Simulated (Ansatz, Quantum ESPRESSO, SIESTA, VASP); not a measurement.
# Code comparison for K3Sb2Au3 (P1, 8 atoms in the cell)

Self-consistent single point, at a second geometry (atoms moved at random). First geometry:

```
K3Sb2Au3
1.0
    3.13119     1.80779     7.20303
   -3.13119     1.80779     7.20303
    0.00000    -3.61559     7.20303
K Sb Au
3 2 3
Cartesian
  0.00000   0.00000  10.80455
  0.00000   0.00000  19.88312
  0.00000   0.00000   1.72598
  0.00000   0.00000   5.22616
  0.00000   0.00000  16.38294
  1.56560  -0.90390   7.20303
  0.00000   1.80779   7.20303
 -1.56560  -0.90390   7.20303
```

Second geometry:
```yaml
crystal:
  lattice:
    - [3.13119, 1.80779, 7.20303]
    - [-3.13119, 1.80779, 7.20303]
    - [0.00000, -3.61559, 7.20303]
  atoms:
    - { symbol: K, position: [0.50363, 0.50133, 0.50122] }
    - { symbol: K, position: [0.92332, 0.92127, 0.92195] }
    - { symbol: K, position: [0.07307, 0.08044, 0.08142] }
    - { symbol: Sb, position: [0.24482, 0.23768, 0.23964] }
    - { symbol: Sb, position: [0.75585, 0.75923, 0.75770] }
    - { symbol: Au, position: [0.50026, 0.99389, 0.50653] }
    - { symbol: Au, position: [0.49874, 0.50369, 0.99515] }
    - { symbol: Au, position: [0.00032, 0.50246, 0.49638] }
```

Shared settings, as Ansatz (a first-principles code) writes them: kpoints.mp_grid.grid = 3 3 3; scf.occupations.method = fermi_dirac; scf.occupations.width = 0.0037 Ry. Potentials and cutoffs stand in the table.

| code | model | ΔF from the first geometry (meV/atom) | pressure (GPa) | largest force (eV/Å) | gap on the mesh (eV) | cutoff |
|---|---|---|---|---|---|---|
| Ansatz | LDA (PW92), PAW files made with PBE | 2.3 | -2.65 | 0.709 | 1.014 | 30.9 Ry |
| VASP | LDA (PZ), VASP's LDA PAW potentials (set 64) | 2.4 | -2.76 | 0.657 | 1.020 | 300 eV |
| Quantum ESPRESSO | LDA (PZ), GBRV 1.5 ultrasoft (LDA) pseudopotentials | 2.3 | -3.14 | 0.669 | 1.028 | 40 Ry |
| SIESTA | LDA PW92, numerical atomic orbitals TZP, PseudoDojo LDA standard norm-conserving potentials (rewritten from UPF to PSML) | 2.1 | -1.95 | 0.534 | 1.085 | grid 350 Ry |

Size of the force on each atom (eV/Å): Sizes of forces hide their directions.

```tsv
code	K1	K2	K3	Sb4	Sb5	Au6	Au7	Au8
Ansatz	0.009	0.061	0.043	0.709	0.270	0.404	0.198	0.149
VASP	0.008	0.072	0.052	0.657	0.221	0.412	0.202	0.152
Quantum ESPRESSO	0.009	0.060	0.042	0.669	0.229	0.413	0.201	0.151
SIESTA	0.007	0.083	0.057	0.298	0.381	0.534	0.255	0.192
```

Gaps are read on the mesh.

On Ansatz's run: spin-orbit coupling is off.

The spread over the programs that give each value: ΔF from the first geometry within 0.3 meV/atom; pressure within 1.19 GPa; largest force within 0.175 eV/Å; gap on the mesh within 0.071 eV.

SIESTA uses small atom-centred bases, whose incompleteness enters pressures, forces and empty levels differently from a plane-wave cutoff. Ansatz's pressure is given at a fixed set of plane waves, as the other plane-wave codes print theirs. The same LDA comes in different parametrisations, which differ slightly. In the force vectors, SIESTA (by 0.523) lies more than 0.08 eV/Å from the median of the plane-wave programs.

VASP's run is marked for a possible Pulay error in its stress at this cutoff; no cutoff test was made.

The starting cell comes from a database of computed structures (which also holds hypothetical and non-ambient phases and stackings), without a prior relaxation at this level. For this run, on top of that: atoms moved at random.

Left out of this page: CP2K (not drawn, or without a comparable value).

Keys are those of Ansatz 0.2.
